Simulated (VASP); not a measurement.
Data:

```
Na2S
1.0
    0.00000     3.30707     3.30707
    3.30707     0.00000     3.30707
    3.30707     3.30707     0.00000
Na S
2 1
Cartesian
  1.65353   1.65353   1.65353
  4.96060   4.96060   4.96060
  0.00000   0.00000   0.00000
```

The numbers are results of r2SCAN+rVV10, VASP's PBE PAW potentials (set 64) (plane waves; VASP), not measurements. Numerical set-up: 520 eV cut-off, 6×6×6 Γ-centred mesh, Gaussian smearing of 0.050 eV, potentials Na_pv S.

Give the stress tensor in GPa (positive for a compressed cell).

```
-1.85   0.00   0.00
 0.00  -1.85   0.00
 0.00   0.00  -1.85
```
The pressure is its mean diagonal, -1.85 GPa.

The compound is Na2S in the antifluorite structure. This cell is one point of a volume scan, at 1.06 of the reference volume.
